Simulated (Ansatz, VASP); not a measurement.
## ZrNbP2: VASP beside Ansatz

```
CELL_PARAMETERS angstrom
4.50528 0.00000 0.00000
-2.25264 3.90169 0.00000
0.00000 0.00000 5.01302
ATOMIC_POSITIONS crystal
Zr 0.00000 0.00000 0.00000
Nb 0.00000 0.00000 0.50000
P 0.33333 0.66667 0.50000
P 0.66667 0.33333 0.50000
```

Alike in both runs: task relaxation of cell and atoms; functional PBE; k mesh 12 × 12 × 10; occupations gaussian, width 0.1 eV; no spin polarisation.

|  | VASP | Ansatz |
| --- | --- | --- |
| version | VASP 6.6.1 | Ansatz 0.2.0 |
| potentials or method | VASP PAW PBE potentials, release 64 (Zr_sv, Nb_sv, P) | scalar-relativistic, plane waves, PAW |
| plane-wave cutoff (eV) | 600 | 420 |
| valence electrons in the cell | 35 | 35 |

```csv
,VASP,Ansatz,Ansatz less VASP
"gap on the k mesh at the Fermi level, each at its own relaxed structure (eV)",none,none,-
relaxed volume (Å³/atom),22.27,22.29,+0.021
relaxed cell length with the largest relative difference (Å),4.470,4.473,+0.0037
energy change over the relaxation (meV/atom),-7,-7,+0.7
```

A gap of «none» marks a metal or a gap that the smearing closes.
